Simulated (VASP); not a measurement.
```
W
1.0
    2.73422     0.00000     0.00000
    0.00000     4.46497     0.00000
    0.00000     0.00000    24.00924
W
7
Direct
  0.46857   0.50000   0.34620
  0.83401   0.00000   0.39165
  0.17457   0.50000   0.44578
  0.50000   0.00000   0.50000
  0.82543   0.50000   0.55422
  0.16599   0.00000   0.60835
  0.53143   0.50000   0.65380
```

Computed with PBEsol GGA, VASP's PBE PAW potentials (set 64) (plane waves; VASP). Run with PREC = Normal, 400 eV cut-off, 10×6×1 Γ-centred mesh, first-order Methfessel-Paxton smearing of 0.10 eV, potentials W_sv.

Unless said otherwise, spin-orbit coupling is left out, though it shifts the bands of the heavy elements here.

**Question.** Estimate the energy per atom (σ→0), band gap (on the k-mesh) with the smallest direct gap where there is one.

**Answer.** 
```yaml
band gap (on the k-mesh): none (metal, semimetal or under 0.01 eV)
energy per atom (σ→0): -12.979 eV/atom
```

Total energies compare only between runs with the same potentials, cut-off and functional.

The cell is a thin slab with vacuum, built from W (bcc): (211) face.
